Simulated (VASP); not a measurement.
VASP runs on NaI (rock salt) share one base input (PBE GGA, plane waves, VASP's PBE PAW potentials (set 64)) and change the settings named in each case.

**POSCAR**
```
NaI
1
    0.0000000000     3.2350000000     3.2350000000
    3.2350000000     0.0000000000     3.2350000000
    3.2350000000     3.2350000000     0.0000000000
Na I
1 1
Direct
  0.0000000000   0.0000000000   0.0000000000
  0.5000000000   0.5000000000   0.5000000000
```

**KPOINTS**
```
Automatic mesh
0
Gamma
7 7 7
0 0 0
```

**INCAR**
```
LASPH = .TRUE.   # aspherical one-centre terms
SYSTEM = NaI
PREC = Accurate
LMAXMIX = 4   # l cut-off of mixed one-centre charges
ALGO = Normal
ISIF = 2   # forces and stress, cell fixed
ISMEAR = 0
LWAVE = .FALSE.
LCHARG = .FALSE.
SIGMA = 0.05   # width (eV)
EDIFF = 1E-6   # SCF stop (eV)
GGA = PE
LREAL = .FALSE.
ENCUT = 400
NELM = 100   # most electronic steps
```

POTCAR, in this order: Na_pv I (PBE.64 set). Program: vasp_std.

```
change                             E(σ→0) (eV/atom)  pressure (GPa)  irreducible k-points
---------------------------------  ----------------  --------------  --------------------
base run                                    -2.6923            0.36                    20
KPOINTS 3×3×3 Monkhorst-Pack mesh           -2.6706            0.68                     4
KPOINTS 6×6×6 Monkhorst-Pack mesh           -2.6923            0.36                    28
KPOINTS 7×7×7 Monkhorst-Pack mesh           -2.6923            0.36                    20
KPOINTS 9×9×9 Monkhorst-Pack mesh           -2.6923            0.36                    35
```
 Unless said otherwise, spin-orbit coupling is left out, though it shifts the bands of the heavy elements here.

Left out are runs that ran out of time, are held back, or changed the cell or the kind of run, fixed moments of cells without a moment, rows past the twelfth, gaps on odd meshes, pressures of charged cells and columns that move by less than the noise.

The compound is NaI in the rock salt structure. The cell was not relaxed at this level.
